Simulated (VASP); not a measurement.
```
CELL_PARAMETERS angstrom
      1.23592    -2.14068     0.00000
      1.23592     2.14068     0.00000
      0.00000     0.00000     3.98576
ATOMIC_POSITIONS crystal
  Co 0.33333 0.66667 0.25000
  Co 0.66667 0.33333 0.75000
```
Starting moments (μB, in the order of the record's atoms Co Co): 1.6 1.6.

These are optB86b-vdW, VASP's PBE PAW potentials (set 64) (plane waves; VASP) values and carry that method's errors. Run with 520 eV cut-off, 19×19×10 Γ-centred mesh, tetrahedra with Blöchl corrections, potentials Co.

Problem. What does the run give for the cell moment, energy per atom (σ→0), band gap (on the k-mesh) with the smallest direct gap where there is one?

Solution. 
```yaml
band gap (on the k-mesh): none (metal, semimetal or under 0.01 eV)
cell_moment: 3.10 μB
energy per atom (σ→0): -4.658 eV/atom
```

Problem. Give the moment on each site (PAW-sphere projection).

Solution. 
```json
[
 {"site": "Co1", "moment (μB)": "1.56"},
 {"site": "Co2", "moment (μB)": "1.56"}
]
```

The compound is Co in the hcp structure. It was relaxed first, which changed the volume by -5 %.
